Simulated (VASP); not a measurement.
An input for Ansatz (written as the equivalent of a VASP run, and not itself run):

Ansatz 0.2 input:
```yaml
crystal:
  lattice:
    - [4.0221982, 0.0000000, 0.0000000]
    - [0.0000000, 4.0221982, 0.0000000]
    - [0.0000000, 0.0000000, 4.0221982]
  atoms:
    - { symbol: La, position: [1.0000000, 0.0000000, 0.0000000] }
    - { symbol: B, position: [0.8013881, 0.5000000, 0.5000000] }
    - { symbol: B, position: [0.5000000, 0.1986119, 0.5000000] }
    - { symbol: B, position: [0.5000000, 0.8013881, 0.5000000] }
    - { symbol: B, position: [0.1986119, 0.5000000, 0.5000000] }
    - { symbol: B, position: [0.5000000, 0.5000000, 0.8013881] }
    - { symbol: B, position: [0.5000000, 0.5000000, 0.1986119] }
kpoints:
  mp_grid: { grid: [8, 8, 8] }
hamiltonian:
  xc: pbe
  pseudopotentials: { kind: paw }
scf:
  occupations: { method: methfessel_paxton, width: 0.1 }
  max_iter: 100
relax:
  max_steps: 40
  f_tol: 0.02
  cell: { p_target: 20 }
output: { forces: true, stress: true, eigenvalues: true }
```

Problem. Translate this input to VASP (INCAR, KPOINTS, POSCAR, choice of POTCAR).

Solution. One answer among several that fit: 
### INCAR
```
# general
SYSTEM  = LaB6
PREC    = Accurate
ENCUT   = 620
LREAL   = .FALSE.
LASPH   = .TRUE.

# electronic loop
EDIFF   = 1E-6
NELM    = 100
ALGO    = Normal
LMAXMIX = 6

# smearing
ISMEAR  = 1
SIGMA   = 0.1

# functional
GGA     = PE

# ions
IBRION  = 2
NSW     = 40
ISIF    = 3
EDIFFG  = -0.02
PSTRESS = 200

# output
LWAVE   = .FALSE.
LCHARG  = .FALSE.
```

POSCAR:
```
LaB6
1
    4.0221982366     0.0000000000     0.0000000000
    0.0000000000     4.0221982366    -0.0000000000
    0.0000000000     0.0000000000     4.0221982366
La B
1 6
Direct
  1.0000000000   0.0000000000   0.0000000000
  0.8013881148   0.5000000000   0.5000000000
  0.5000000000   0.1986118852   0.5000000000
  0.5000000000   0.8013881148   0.5000000000
  0.1986118852   0.5000000000   0.5000000000
  0.5000000000   0.5000000000   0.8013881148
  0.5000000000   0.5000000000   0.1986118852
```

**KPOINTS**
```
Automatic mesh
0
Gamma
8 8 8
0 0 0
```

POTCAR, in this order: La B (PBE.64 set). Program: vasp_std.

Limits of the translation: each code has its own PAW files, so the cut-off isn't converted (ENCUT is set for VASP's; basis.ecutwfc is left out, and Ansatz then takes the one that its files recommend); Ansatz stops its SCF on the density residual and VASP on the energy change (EDIFF).

The compound is LaB6 in the cab6 structure. It was relaxed first under an external pressure of 20 GPa.
